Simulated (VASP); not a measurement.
Method: RPBE GGA, VASP's PBE PAW potentials (set 64) (plane waves; VASP 6.6.1).

A VASP calculation is set up with these files.

POSCAR:
```
Fe
1
   -1.4316185820     1.4316185820     1.4316185820
    1.4316185820    -1.4316185820     1.4316185820
    1.4316185820     1.4316185820    -1.4316185820
Fe
1
Direct
  0.0000000000   0.0000000000   0.0000000000
```

**INCAR**
```
SYSTEM=Fe
PREC=Accurate; ENCUT=520; LREAL=.FALSE.
LASPH=.TRUE.; ICHARG=11
EDIFF=1E-7; NELM=100; ALGO=Normal
LMAXMIX=4
ISMEAR=0; SIGMA=0.05
GGA=RP
ISPIN=2; MAGMOM=2.3
LWAVE=.FALSE.; LCHARG=.FALSE.; LORBIT=11
```

**KPOINTS**
```
k-points along high-symmetry lines
15
Line-mode
Reciprocal
  0.000000   0.000000   0.000000 ! GAMMA
  0.500000  -0.500000   0.500000 ! H

  0.500000  -0.500000   0.500000 ! H
  0.000000  -0.000000   0.500000 ! N

  0.000000  -0.000000   0.500000 ! N
  0.000000   0.000000   0.000000 ! GAMMA

  0.000000   0.000000   0.000000 ! GAMMA
  0.250000   0.250000   0.250000 ! P

  0.250000   0.250000   0.250000 ! P
  0.500000  -0.500000   0.500000 ! H

  0.250000   0.250000   0.250000 ! P
  0.000000  -0.000000   0.500000 ! N
```

POTCAR, in this order: Fe (PBE.64 set). Program: vasp_std. Read from the step before: CHGCAR.

What VASP printed:

OUTCAR:
```
 ion  position               nearest neighbor table
   1  0.000  0.000  0.000-
  LATTYP: Found a body centered cubic cell.
 ALAT       =     2.8632371640
 Subroutine PRICEL returns:
 Original cell was already a primitive cell.
 Subroutine GETGRP returns: Found 48 space group operations
The static configuration has the point symmetry O_h .
The dynamic configuration has the point symmetry O_h .
The overall configuration has the point symmetry O_h .
 Subroutine INISYM returns: Found 48 space group operations
   k-points           NKPTS =     90   k-points in BZ     NKDIM =     90   number of bands    NBANDS=      9
   number of dos      NEDOS =    301   number of ions     NIONS =      1
   total plane-waves  NPLWV =   5832
   dimension x,y,z NGX =    18 NGY =   18 NGZ =   18
   dimension x,y,z NGXF=    36 NGYF=   36 NGZF=   36
   ions per type =               1
   PREC   = accura    normal or accurate (medium, high low for compatibility)
   ISTART =      0    job   : 0-new  1-cont  2-samecut
   ICHARG =     11    charge: 1-file 2-atom 10-const
   ISPIN  =      2    spin polarized calculation?
   LNONCOLLINEAR =      F non collinear calculations
   LSORBIT =      F    spin-orbit coupling
   INIWAV =      1    electr: 0-lowe 1-rand  2-diag
   ENCUT  =  520.0 eV  38.22 Ry    6.18 a.u.   4.61  4.61  4.61*2*pi/ulx,y,z
...
```

OSZICAR:
```
       N       E                     dE             d eps       ncg     rms          rms(c)
DAV:   1     0.176009740206E+02    0.17601E+02   -0.42608E+03  3392   0.110E+03
DAV:   2    -0.788762836942E+01   -0.25489E+02   -0.23459E+02  3333   0.132E+02
DAV:   3    -0.823013835657E+01   -0.34251E+00   -0.33734E+00  3843   0.204E+01
DAV:   4    -0.823157990981E+01   -0.14416E-02   -0.14414E-02  3618   0.119E+00
DAV:   5    -0.823159387965E+01   -0.13970E-04   -0.13970E-04  3556   0.994E-02
DAV:   6    -0.823159408349E+01   -0.20384E-06   -0.20365E-06  3552   0.116E-02
DAV:   7    -0.823159408629E+01   -0.27964E-08   -0.30748E-08  2944   0.135E-03
   1 F= -.82315941E+01 E0= -.82308489E+01  d E =-.149028E-02  mag=     2.2609
```

File OUTCAR:
```



 magnetization (x)

# of ion       s       p       d       tot
------------------------------------------
    1       -0.008  -0.034   2.390   2.348
```
(Selected blocks of OUTCAR.)

### OUTCAR
```
 val. band max:        5.7056557732   @ k =   0.3214  -0.3214   0.5000

 cond. band min:       5.7324647689   @ k =   0.2857  -0.2857   0.5000



 spin component 1

 k-point     1 :       0.0000    0.0000    0.0000
  band No.  band energies     occupation
      1      -2.5829      1.00000
      2       3.3466      1.00000
      3       3.3466      1.00000
      4       3.3466      1.00000
      5       4.4896      1.00000
      6       4.4896      1.00000
      7      30.3279      0.00000
      8      30.3279      0.00000
      9      30.3279      0.00000

 k-point     2 :       0.0357   -0.0357    0.0357
  band No.  band energies     occupation
      1      -2.4796      1.00000
      2       3.3461      1.00000
      3       3.3461      1.00000
      4       3.3742      1.00000
      5       4.4454      1.00000
      6       4.5071      1.00000
      7      29.6089      0.00000
      8      30.2208      0.00000
      9      30.2208      0.00000

 k-point     3 :       0.0714   -0.0714    0.0714
  band No.  band energies     occupation
      1      -2.1743      1.00000
      2       3.3475      1.00000
      3       3.3475      1.00000
      4       3.4556      1.00000
      5       4.3146      1.00000
      6       4.5582      1.00000
      7      28.2323      0.00000
      8      29.7435      0.00000
      9      29.7435      0.00000

 k-point     4 :       0.1071   -0.1071    0.1071
  band No.  band energies     occupation
      1      -1.6817      1.00000
      2       3.3598      1.00000
      3       3.3598      1.00000
      4       3.5873      1.00000
      5       4.1030      1.00000
      6       4.6407      1.00000
      7      26.8324      0.00000
      8      28.6923      0.00000
      9      28.6923      0.00000

 k-point     5 :       0.1429   -0.1429    0.1429
  band No.  band energies     occupation
      1      -1.0312      1.00000
      2       3.3957      1.00000
...
```

The density is held fixed in this step, so its total energy and stress have no physical meaning.

The compound is Fe in the bcc structure. It was relaxed first.
